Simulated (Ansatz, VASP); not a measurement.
# Ta (Tantalum): VASP beside Ansatz, part 2 of 2

Wanted: the spread between two codes on one cell, functional and k mesh. The cell is taken from a series of VASP runs on this material, whose earlier steps may have relaxed, scaled or displaced it; both programs get it as it stands.

VASP 6.6.1 and Ansatz 0.2.0.

So far. Step 4 (Comparison): The walks stopped with -0.02 GPa left in Ansatz and 0.02 GPa in VASP; each walk ends within a tolerance, so the volume difference is uncertain by about these residues over the bulk modulus, most in soft cells.

### 5. VASP: relaxation of cell and atoms, PBEsol, spin-orbit coupling

Level of this step: PBEsol, spin-orbit coupling; plane waves and PAW (Ta_pv) (VASP).

The relaxed volume is the usual yardstick between codes: its relative difference is about their pressure difference at one cell divided by the bulk modulus. The cell compared in this pair holds 17.65 Å³, against 17.27 Å³ for the pair before.

File INCAR:

```
SYSTEM = Ta
PREC = Accurate
ENCUT = 450
EDIFF = 1E-06
NELM = 100
ISMEAR = 1
SIGMA = 0.15
LREAL = .FALSE.
ALGO = Normal
GGA = PS
LNONCOLLINEAR = .TRUE.
MAGMOM = 0 0 0
NBANDS = 22
GGA_COMPAT = .FALSE.
LASPH = .TRUE.
LSORBIT = .TRUE.
LMAXMIX = 4
LORBIT = 11
LWAVE = .FALSE.
LCHARG = .FALSE.
KPAR = 4
IBRION = 2
NSW = 50
ISIF = 3
EDIFFG = -0.006
```

File POSCAR:

```
Ta
1.0
   -1.6403239053      1.6403239053      1.6403239053
    1.6403239053     -1.6403239053      1.6403239053
    1.6403239053      1.6403239053     -1.6403239053
Ta
1
Direct
    0.0000000000      0.0000000000      0.0000000000
```

File KPOINTS:

```
Automatic mesh
0
Gamma
16 16 16
0 0 0
```

Potentials, in the order of the species: Ta_pv (PBE family, release 64).

The run is started by

```sh
mpirun -np 4 vasp_ncl
```

Numbers of over 12 decimals in the logs are rounded to 6 here.

Output:

```text
[banner, memory and clock lines left out]
running    4 mpi-ranks, on    1 nodes
[...]
|                                                                             |
|               ----> ADVICE to this user running VASP <----                  |
|                                                                             |
|     You enforced a specific xc type in the INCAR file but a different       |
|     [... a line on the potential file left out ...]
|     I HOPE YOU KNOW WHAT YOU ARE DOING!                                     |
|                                                                             |

 LDA part: xc-table for (Slater+PW92), standard interpolation
 POSCAR, INCAR and KPOINTS ok, starting setup
[...]
entering main loop
       N       E                     dE             d eps       ncg     rms          rms(c)
DAV:   1     0.847244242422E+02    0.84724E+02   -0.54393E+03  6380   0.926E+02
DAV:   2    -0.113540404236E+02   -0.96078E+02   -0.93168E+02  7434   0.304E+02
DAV:   3    -0.137623292314E+02   -0.24083E+01   -0.23874E+01  7690   0.464E+01
DAV:   4    -0.137739389889E+02   -0.11610E-01   -0.11606E-01  7416   0.345E+00
[...]
DAV:  10    -0.132628434302E+02    0.45904E-04   -0.11002E-04  7294   0.123E-01    0.202E-02
DAV:  11    -0.132628413208E+02    0.21094E-05   -0.47602E-06  7852   0.253E-02    0.721E-03
DAV:  12    -0.132628413032E+02    0.17613E-07   -0.45562E-08  4228   0.239E-03
   1 F= -.13262841E+02 E0= -.13262480E+02  d E =-.132628E+02  mag=     0.0000     0.0000     0.0000
[...]
reached required accuracy - stopping structural energy minimisation
```

OUTCAR, selected parts (step 5):

```text
  Total        0.0039248      0.0039248      0.0039248      0.0000000     -0.0000000      0.0000000
  in kB        0.3561922      0.3561922      0.3561922      0.0000000     -0.0000000      0.0000000
  external PRESSURE =       0.3561922 kB  Pullay stress =       0.0000000 kB

  FREE ENERGIE OF THE ION-ELECTRON SYSTEM (eV)
  ---------------------------------------------------
  free  energy   TOTEN  =       -13.2628413032 eV

  energy  without entropy=      -13.2617571574  energy(sigma->0) =      -13.26247992

 magnetization (x)
# of ion       s       p       d       tot
------------------------------------------
    1       -0.000   0.000   0.000   0.000

 magnetization (y)
# of ion       s       p       d       tot
------------------------------------------
    1       -0.000  -0.000   0.000  -0.000

 magnetization (z)
# of ion       s       p       d       tot
------------------------------------------
    1        0.000   0.000   0.000   0.000

[... 2 parts as in an earlier step ...]

[... 3 further parts left out ...]
[key lines of the parts left out:]
E-fermi :   5.4482
```

### 6. Ansatz: relaxation of cell and atoms, PBEsol, spin-orbit coupling

The same cell, functional, mesh and smearing now go to Ansatz, which takes its cutoff from its data sets.

The cell is taken from a series of VASP runs on this material, whose earlier steps may have relaxed, scaled or displaced it; both programs get it as it stands.

File input.yaml:

```yaml
crystal:
  lattice:
    - [-1.6403239053, 1.6403239053, 1.6403239053]
    - [1.6403239053, -1.6403239053, 1.6403239053]
    - [1.6403239053, 1.6403239053, -1.6403239053]
  atoms:
    - { symbol: Ta, position: [0.0, 0.0, 0.0] }
hamiltonian:
  xc: pbesol
  pseudopotentials: { kind: paw_fr }
magnetization:
  noncollinear: true
  spin_orbit: true
kpoints:
  mp_grid: { grid: [16, 16, 16] }
scf:
  occupations: { method: methfessel_paxton, width: 0.15 }
relax:
  f_tol: 0.01
  max_steps: 60
  cell: { stress_tol: 0.05 }
output:
  forces: true
  stress: true
```

The run is started by

```sh
ansatz run input.yaml --threads 4 --pin off --max-ram 9216MiB --backend cpu --events-out ev --progress --plain --runs-dir out
```

Output:

```text
[...]
non-collinear run that drives no moment, with spin-orbit: no starting moment large enough to seed its density (crystal.atoms[].spin), no starting occupations that ask for one, no magnetisation constraint and no magnetic field, so the semilocal B_xc is pinned to zero
Crystal: 1 atoms, lattice volume = 17.654 Å³
[...]
0.000000      -0.000164      -0.000000
       -0.000000      -0.000000      -0.000164
  P = ⅓ Tr σ = -0.0002 GPa (-0.002 kbar)
--- Relaxed structure (3 steps of the walk, 2 accepted, 1 SCFs on fresh bases) ---
[...]
cell:  # Å, volume = 17.6714 Å³
    - [-1.640854, 1.640854, 1.640854]
    - [1.640854, -1.640854, 1.640854]
    - [1.640854, 1.640854, -1.640854]
  atoms:
    - { symbol: Ta, position: [0.0, 0.0, 0.0] }
[key lines of the parts left out:]
SCF converged after 3 iterations
Magnetization: |M| = 0.0000 μB,  M = (+0.0000, +0.0000, +0.0000) μB
Free energy (F): -9828.607834 eV
Fermi energy:    18.823845 eV
```

Run time: 4.1 s. Hardware: 4 threads of Arm Neoverse V2, shared host; peak memory 0.43 GiB.

### 7. Differences

What differs besides the data sets and the points named for the pairs above, as far as they apply: spin-orbit coupling enters by fully relativistic files in Ansatz and inside the spheres in VASP; the data sets hold 13 valence electrons in Ansatz (fully relativistic PAW (standard-fr) files) and 11 in VASP; Ansatz makes its cores anew for this functional, VASP keeps those of its PBE data sets. Total energies have different zeros and are not compared.

Compared:

| quantity | Ansatz | VASP | difference |
| --- | --- | --- | --- |
| volume (Å³) | 17.67 | 17.65 | +0.10 % |
| edge a after relaxation, in the typed setting (Å) | 2.842 | 2.841 | +0.03 % |

The walks stopped with 0.00 GPa left in Ansatz and 0.04 GPa in VASP; each walk ends within a tolerance, so the volume difference is uncertain by about these residues over the bulk modulus, most in soft cells.

### 8. Outcome

```
difference in volume (relaxation of cell and atoms, LDA)                         : -0.39 %
difference in volume (relaxation of cell and atoms, PBEsol, spin-orbit coupling) : 0.097 %
```

What this shows: The difference in volume is -0.39 % (relaxation of cell and atoms, LDA), within the 1.2 % picked in this series as the mark of a large difference, as far as the stopping tolerances let one tell. How closely two codes agree says nothing of how well the functional describes the real material.

[Lines on the potential files, build, host, timing and source positions are cut from VASP's logs without a mark.]

[Logs are printed without paths, hosts, clocks, repeated set-up lines and the standing remarks that a program may print on its own settings, such as how far it seeks lower states.]

[Hosts, paths, dates, database ids (printed as entryN), source tags and the programs' standing remarks are cut or masked in the printed files.]
